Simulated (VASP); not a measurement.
A VASP calculation is set up with these files.

File POSCAR:
```
SnO
1
    3.3713809250     0.0000000000    -0.0000000000
   -1.6856904625     2.9197013793     0.0000000000
    0.0000000000    -0.0000000000     6.2871939324
Sn O
2 2
Direct
  0.0000000000   0.0000000000   0.0000000000
  0.0000000000   0.0000000000   0.5000000000
  0.3333330000   0.6666670000   0.2500000000
  0.6666670000   0.3333330000   0.7500000000
```

KPOINTS:
```
Automatic mesh
0
Gamma
9 9 5
0 0 0
```

### INCAR
```
ALGO=Normal
EDIFF=1E-6
EDIFFG=-0.02
ENCUT=520
GGA=PS
IBRION=2
ISIF=3
ISMEAR=1
LASPH=.TRUE.
LCHARG=.FALSE.
LMAXMIX=4
LREAL=.FALSE.
LWAVE=.FALSE.
NELM=100
NSW=60
PREC=Accurate
SIGMA=0.1
SYSTEM=SnO
```

POTCAR, in this order: Sn_d O (PBE.64 set). Program: vasp_std.

Problem. Translate this PBEsol calculation to Quantum ESPRESSO's pw.x.

Solution. One equivalent input (not run):
```
&CONTROL
  calculation = 'vc-relax'
  pseudo_dir = './pseudo'
  outdir = './out'
  tprnfor = .true.
  tstress = .true.
  nstep = 60
  forc_conv_thr = 0.00078
/
&SYSTEM
  ibrav = 0
  nat = 4
  ntyp = 2
  ecutwfc = 84
  occupations = 'smearing'
  smearing = 'methfessel-paxton'
  degauss = 0.00735
  input_dft = 'pbesol'
/
&ELECTRONS
  conv_thr = 7.3e-08
  electron_maxstep = 100
/
&IONS
/
&CELL
/
ATOMIC_SPECIES
  Sn 118.710 Sn.upf
  O 15.999 O.upf
CELL_PARAMETERS angstrom
     3.3713809    0.0000000   -0.0000000
    -1.6856905    2.9197014    0.0000000
     0.0000000   -0.0000000    6.2871939
ATOMIC_POSITIONS crystal
  Sn   0.0000000  0.0000000  0.0000000
  Sn   0.0000000  0.0000000  0.5000000
  O    0.3333330  0.6666670  0.2500000
  O    0.6666670  0.3333330  0.7500000
K_POINTS automatic
  9 9 5 0 0 0
```
What does not carry over: the potentials are each code's own (VASP's PAW set, PseudoDojo norm-conserving files in pw.x), so ENCUT and ecutwfc are chosen apart and not converted; conv_thr bounds pw.x's estimated SCF error, while EDIFF bounds the energy change between steps; forc_conv_thr acts on force components and is met together with etot_conv_thr.

The structure was generated: SnO was put into the NiAs type type (P6_3/mmc), which need not be its known phase. This run relaxes it. Symmetry was kept, so distortions that lower it aren't found. The start is the result of an earlier pass.
